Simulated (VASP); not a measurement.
Consider the following.

```xyz
1
Lattice="-1.5981 1.5981 1.5981 1.5981 -1.5981 1.5981 1.5981 1.5981 -1.5981" Properties=species:S:1:pos:R:3 pbc="T T T"
W      0.0000     0.0000     0.0000
```

These are revPBE GGA, VASP's PBE PAW potentials (set 64) (plane waves; VASP) values and carry that method's errors. Settings: 520 eV cut-off, Gaussian smearing of 0.050 eV, potentials W_sv.

### Question
Give the energies of bands 5 to 10 at the high-symmetry points, in eV from the Fermi level.

### Answer

```csv
band,Γ,H,N,P
5,-9.50,-5.62,-6.11,-2.93
6,-1.20,-5.62,-3.45,-2.93
7,-1.20,4.93,0.54,-2.93
8,-1.20,4.93,2.06,3.16
9,2.18,4.93,3.00,3.16
10,2.18,7.97,5.86,6.34
```

It has no gap at this level: it comes out as a metal or semimetal.

The compound is W in the bcc structure. It was relaxed first.
